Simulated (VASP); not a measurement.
Level of theory: rev-vdW-DF2, VASP's PBE PAW potentials (set 64) (plane waves; VASP).

Input for VASP

File POSCAR:
```
GdN
1
    0.0000000000     2.4770096033     2.4770096033
    2.4770096033     0.0000000000     2.4770096033
    2.4770096033     2.4770096033     0.0000000000
Gd N
1 1
Direct
  0.0000000000   0.0000000000   0.0000000000
  0.5000000000   0.5000000000   0.5000000000
```

**INCAR**
```
! general
SYSTEM    =  GdN
PREC      =  Accurate
ENCUT     =  520
LREAL     =  .False.
LASPH     =  .True.

! electronic loop
EDIFF     =  1E-7
NELM      =  100
ALGO      =  Normal
LMAXMIX   =  6

! smearing
ISMEAR    =  -5

! functional
GGA       =  MK
LUSE_VDW  =  .True.
AGGAC     =  0.0
PARAM1    =  0.1234568
PARAM2    =  0.7114
ZAB_VDW   =  -1.8867

! ions
ISIF      =  2

! output
LWAVE     =  .False.
LCHARG    =  .True.
LORBIT    =  11
NEDOS     =  601
```

File KPOINTS:
```
Automatic mesh
0
Gamma
14 14 14
0 0 0
```

POTCAR, in this order: Gd_3 N (PBE.64 set). Program: vasp_std.

Output of the run:

### OSZICAR
```
       N       E                     dE             d eps       ncg     rms          rms(c)
DAV:   1     0.460959275459E+02    0.46096E+02   -0.67209E+03  2312   0.117E+03
DAV:   2    -0.124693103793E+02   -0.58565E+02   -0.55454E+02  3062   0.234E+02
DAV:   3    -0.153907853038E+02   -0.29215E+01   -0.28892E+01  3020   0.427E+01
DAV:   4    -0.154297056462E+02   -0.38920E-01   -0.38849E-01  2781   0.444E+00
DAV:   5    -0.154303246885E+02   -0.61904E-03   -0.61884E-03  3052   0.506E-01    0.276E+01
DAV:   6    -0.132603599659E+02    0.21700E+01   -0.19761E+01  2657   0.268E+01    0.254E+01
DAV:   7    -0.130581773393E+02    0.20218E+00   -0.15461E+00  2657   0.809E+00    0.174E+01
DAV:   8    -0.130582796069E+02   -0.10227E-03   -0.14489E-01  2519   0.384E+00    0.588E+00
DAV:   9    -0.130523791106E+02    0.59005E-02   -0.19130E-02  2782   0.109E+00    0.403E-01
DAV:  10    -0.130526247757E+02   -0.24567E-03   -0.70895E-04  3085   0.219E-01    0.388E-01
DAV:  11    -0.130525821730E+02    0.42603E-04   -0.19843E-04  2786   0.916E-02    0.229E-02
DAV:  12    -0.130525838468E+02   -0.16739E-05   -0.58348E-06  2852   0.227E-02    0.139E-02
DAV:  13    -0.130525830709E+02    0.77596E-06   -0.15293E-06  3174   0.838E-03    0.227E-03
DAV:  14    -0.130525831096E+02   -0.38759E-07   -0.39407E-08  1822   0.200E-03
   1 F= -.13052583E+02 E0= -.13052583E+02  d E =0.000000E+00
```

File OUTCAR:
```
------------------------ aborting loop because EDIFF is reached ----------------------------------------
  FORCE on cell =-STRESS in cart. coord.  units (eV):
  Direction    XX          YY          ZZ          XY          YZ          ZX
  --------------------------------------------------------------------------------------
  Total       -0.0052680     -0.0052680     -0.0052680      0.0000000      0.0000000      0.0000000
  in kB       -0.2776802     -0.2776802     -0.2776802      0.0000000      0.0000000      0.0000000
  external PRESSURE =      -0.2776802 kB  Pullay stress =       0.0000000 kB
  volume of cell :       30.40
      direct lattice vectors                 reciprocal lattice vectors
     0.000000000  2.477009603  2.477009603    -0.201856303  0.201856303  0.201856303
     2.477009603  0.000000000  2.477009603     0.201856303 -0.201856303  0.201856303
     2.477009603  2.477009603  0.000000000     0.201856303  0.201856303 -0.201856303
 POSITION                                       TOTAL-FORCE (eV/Angst)
 -----------------------------------------------------------------------------------
      0.00000      0.00000      0.00000         0.000000     -0.000000      0.000000
      2.47701      2.47701      2.47701        -0.000000      0.000000     -0.000000
 -----------------------------------------------------------------------------------
    total drift:                                0.000000      0.000000      0.000000
  FREE ENERGIE OF THE ION-ELECTRON SYSTEM (eV)
  ---------------------------------------------------
  free  energy   TOTEN  =       -13.0525831096 eV

  energy  without entropy=      -13.0525831096  energy(sigma->0) =      -13.05258311

 total charge

# of ion       s       p       d       tot
------------------------------------------
    1        0.260   6.619   1.290   8.168
    2        1.245   2.404   0.000   3.648
--------------------------------------------------
tot          1.504   9.022   1.290  11.817
```
(Selected blocks of OUTCAR.)

The 4f electrons are frozen in the core of the lanthanide potential, so 4f levels, which can set the real gap, and their magnetism are missing. For a metal the tetrahedron method with Blöchl corrections gives inexact stress and forces.

The compound is GdN in the rock salt structure. It was relaxed first.
